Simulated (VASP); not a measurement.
Consider the following.

```
CELL_PARAMETERS angstrom
     -2.90252     2.90252     2.90252
      2.90252    -2.90252     2.90252
      2.90252     2.90252    -2.90252
ATOMIC_POSITIONS crystal
  Cs 0.00000 0.00000 0.00000
```

Calculation: LDA (Ceperley-Alder, Perdew-Zunger), VASP's LDA PAW potentials (set 64) (plane waves; VASP 6.6.1). Settings: 520 eV cut-off, 9×9×9 Γ-centred mesh, first-order Methfessel-Paxton smearing of 0.10 eV, potentials Cs_sv.

Unless said otherwise, spin-orbit coupling is left out, though it shifts the bands of the heavy elements here.

Task: What does the run give for the energy per atom (σ→0), band gap (on the k-mesh) with the smallest direct gap where there is one?

Result: 
| Quantity | Result |
|---|---|
| band gap (on the k-mesh) | none (metal, semimetal or under 0.01 eV) |
| energy per atom (σ→0) | -95.8 kJ/mol-atom |

Total energies compare only between runs with the same potentials, cut-off and functional.

The compound is Cs in the bcc structure. This cell is one point of a volume scan, at 1.03 of the reference volume.
